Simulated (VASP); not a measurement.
**KBe2 under changes of volume**

One of the cells (23.468 Å³/atom); the others are scaled copies at fixed shape and fractional positions:

```
K Be
1.0
     3.86871    0.00000    0.00000
    -1.93436    3.35040    0.00000
     0.00000    0.00000    5.43173
K Be
1 2
Direct
  0.00000 0.00000 0.50000
  0.33333 0.66667 0.00000
  0.66667 0.33333 0.00000
```

The cell was built by a generator and needn't be a form met in nature.

- Program: VASP 6.6.1
- Functional: PBE
- Potentials or basis: VASP PAW PBE potentials, release 64 (K_sv, Be)
- Cutoff: 520 eV
- k mesh: 8 × 8 × 5
- Occupations: fermi-dirac, width 0.05 eV
- Spin: no spin polarisation

| volume (Å³/atom) | energy over the lowest point (meV/atom) | pressure (GPa) |
| --- | --- | --- |
| 21.628 | 7.48 | 1.8 |
| 22.088 | 3.18 | 1.2 |
| 22.548 | ? | ? |
| 23.468 | 0.00 | -0.4 |
| 23.928 | 1.73 | -0.9 |
| 24.389 | 4.66 | -1.3 |

What does the run at 22.548 Å³/atom give?

Energy over the lowest point 0.59 meV/atom; pressure 0.6 GPa.

Worked out: A Birch-Murnaghan fit of order 3 (a polynomial in V^(-2/3)) to the other rows has its minimum at 23.10 Å³/atom with B0 = V·E''(V) = 25 GPa and B' = 3.5 at fixed shape and positions, which overstates the stiffness. It gives 0.60 meV/atom at 22.548 Å³/atom, against the run's 0.59, and -dE/dV = 0.6 GPa, against 0.6.

Energies are extrapolated to zero smearing.
